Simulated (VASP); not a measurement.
A convergence study with VASP on Ir (space group Fm-3m): one setting is varied, all else stays as given below, so the limit is that of these other settings. Each run relaxes cell and ions from the cell shown. The basis is that of the starting cell, so low cut-offs carry a Pulay error.

```xyz
1
Lattice="0.0000 1.9104 1.9104 1.9104 0.0000 1.9104 1.9104 1.9104 0.0000" Properties=species:S:1:pos:R:3 pbc="T T T"
Ir     0.0000     0.0000     0.0000
```

Method: PBE GGA, VASP's PBE PAW potentials (set 64) (plane waves; VASP 6.6.1). The tightest run used: 600 eV cut-off, 15×15×15 Γ-centred mesh, Gaussian smearing of 0.10 eV, potentials Ir.

**Question.** The settings run are ENCUT = 180; ENCUT = 210; ENCUT = 255; ENCUT = 300; ENCUT = 360; ENCUT = 450; ENCUT = 600. From which on does the relaxed volume stay within 0.1 Å³/atom of the tightest run?

**Answer.** From ENCUT = 255 on: it is off by 0.015 there and by no more than 0.1 in any finer run, while ENCUT = 210 is off by 0.224.
| setting | relaxed volume (Å³/atom) | E (eV/atom) | plane waves | difference judged (Å³/atom) |
|---|---|---|---|---|
| ENCUT = 180 | 13.562 | -8.7904 | 81 | 0.958 |
| ENCUT = 210 | 14.297 | -8.8410 | 113 | 0.224 |
| ENCUT = 255 | 14.505 | -8.8606 | 138 | 0.015 |
| ENCUT = 300 | 14.479 | -8.8523 | 172 | 0.041 |
| ENCUT = 360 | 14.507 | -8.8536 | 226 | 0.013 |
| ENCUT = 450 | 14.517 | -8.8545 | 318 | 0.003 |
| ENCUT = 600 | 14.520 | -8.8552 | 487 | 0.000 |

Left out are rungs that failed or repeat a setting and relaxations that didn't move; long series are thinned to 24 rows.

The structure is a typed Ir crystal (space group no. 225).
